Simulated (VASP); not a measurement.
These are SCAN meta-GGA, VASP's PBE PAW potentials (set 64) (plane waves; VASP) values and carry that method's errors.

Input for VASP

### POSCAR
```
HfC
3.3262860
  0.0000000000   0.7071067903   0.7071067903
  0.7071067903   0.0000000000   0.7071067903
  0.7071067903   0.7071067903   0.0000000000
Hf C
1 1
direct
  0.0000000000   0.0000000000   0.0000000000
  0.5000000000   0.5000000000   0.5000000000
```

### INCAR
```
SYSTEM = HfC
PREC = Accurate; ENCUT = 520; LREAL = .False.
LASPH = .True.
EDIFF = 1E-7; NELM = 100; ALGO = Normal
LMAXMIX = 6; LMIXTAU = .True.
ISMEAR = 1; SIGMA = 0.1
METAGGA = SCAN
ISIF = 2
LWAVE = .False.; LCHARG = .False.
```

**KPOINTS**
```
Automatic mesh
0
Gamma
14 14 14
0 0 0
```

POTCAR, in this order: Hf_pv C (PBE.64 set). Program: vasp_std.

Output

OSZICAR:
```
       N       E                     dE             d eps       ncg     rms          rms(c)
DAV:   1    -0.326817935919E+02   -0.32682E+02   -0.79736E+03  2288   0.125E+03
DAV:   2    -0.795935055492E+02   -0.46912E+02   -0.44568E+02  3048   0.220E+02
DAV:   3    -0.813285775948E+02   -0.17351E+01   -0.17103E+01  2933   0.323E+01
DAV:   4    -0.813456352465E+02   -0.17058E-01   -0.17041E-01  2819   0.344E+00
DAV:   5    -0.813459138611E+02   -0.27861E-03   -0.27860E-03  3083   0.342E-01    0.583E+01
DAV:   6    -0.744514384976E+02    0.68945E+01   -0.15704E+01  2659   0.250E+01    0.395E+01
DAV:   7    -0.752217903542E+02   -0.77035E+00   -0.70093E-01  2534   0.855E+00    0.206E+01
DAV:   8    -0.741423929276E+02    0.10794E+01   -0.49622E-01  2685   0.677E+00    0.139E+00
DAV:   9    -0.748837042867E+02   -0.74131E+00   -0.59063E-01  2551   0.744E+00    0.288E+00
DAV:  10    -0.748926844141E+02   -0.89801E-02   -0.15428E-01  2491   0.425E+00    0.766E-01
DAV:  11    -0.748800606897E+02    0.12624E-01   -0.16810E-02  2441   0.145E+00    0.872E-01
DAV:  12    -0.748911935841E+02   -0.11133E-01   -0.10721E-02  2469   0.120E+00    0.118E-01
DAV:  13    -0.748918424284E+02   -0.64884E-03   -0.27498E-03  2498   0.745E-01    0.196E-01
DAV:  14    -0.748917882298E+02    0.54199E-04   -0.39964E-05  2918   0.726E-02    0.230E-01
DAV:  15    -0.748917329586E+02    0.55271E-04   -0.27202E-05  2493   0.711E-02    0.334E-01
DAV:  16    -0.748920050414E+02   -0.27208E-03   -0.78687E-04  2660   0.197E-01    0.369E-01
DAV:  17    -0.748920428496E+02   -0.37808E-04   -0.36931E-04  2314   0.295E-01    0.271E-01
DAV:  18    -0.748921357408E+02   -0.92891E-04   -0.45523E-05  2560   0.749E-02    0.208E-01
DAV:  19    -0.748921383508E+02   -0.26100E-05   -0.26270E-05  2398   0.567E-02    0.835E-02
DAV:  20    -0.748921548262E+02   -0.16475E-04   -0.60987E-06  2588   0.295E-02    0.229E-02
DAV:  21    -0.748921545173E+02    0.30893E-06   -0.38148E-06  2303   0.297E-02    0.307E-03
DAV:  22    -0.748921573253E+02   -0.28080E-05   -0.42328E-07  2585   0.986E-03    0.713E-04
DAV:  23    -0.748921575984E+02   -0.27314E-06   -0.10902E-07  2069   0.508E-03    0.201E-04
DAV:  24    -0.748921585577E+02   -0.95928E-06   -0.40426E-08  1216   0.305E-03    0.423E-04
DAV:  25    -0.748921586370E+02   -0.79345E-07   -0.20504E-09  1174   0.617E-04
   1 F= -.74892159E+02 E0= -.74892081E+02  d E =-.234280E-03
```

**OUTCAR**
```
------------------------ aborting loop because EDIFF is reached ----------------------------------------
  FORCE on cell =-STRESS in cart. coord.  units (eV):
  Direction    XX          YY          ZZ          XY          YZ          ZX
  --------------------------------------------------------------------------------------
  Total       -2.1765668     -2.1765668     -2.1765668      0.0000000      0.0000000     -0.0000000
  in kB     -134.0043225   -134.0043225   -134.0043225      0.0000000      0.0000000     -0.0000000
  external PRESSURE =    -134.0043225 kB  Pullay stress =       0.0000000 kB
  volume of cell :       26.02
      direct lattice vectors                 reciprocal lattice vectors
     0.000000000  2.352039417  2.352039417    -0.212581471  0.212581471  0.212581471
     2.352039417  0.000000000  2.352039417     0.212581471 -0.212581471  0.212581471
     2.352039417  2.352039417  0.000000000     0.212581471  0.212581471 -0.212581471
 POSITION                                       TOTAL-FORCE (eV/Angst)
 -----------------------------------------------------------------------------------
      0.00000      0.00000      0.00000         0.000000     -0.000000      0.000000
      2.35204      2.35204      2.35204        -0.000000      0.000000     -0.000000
 -----------------------------------------------------------------------------------
    total drift:                                0.000000      0.000000      0.000000
  FREE ENERGIE OF THE ION-ELECTRON SYSTEM (eV)
  ---------------------------------------------------
  free  energy   TOTEN  =       -74.8921586370 eV

  energy  without entropy=      -74.8919243569  energy(sigma->0) =      -74.89208054
```
(Selected blocks of OUTCAR.)

The compound is HfC in the rock salt structure. This cell is one point of a volume scan, at 1.06 of the reference volume.
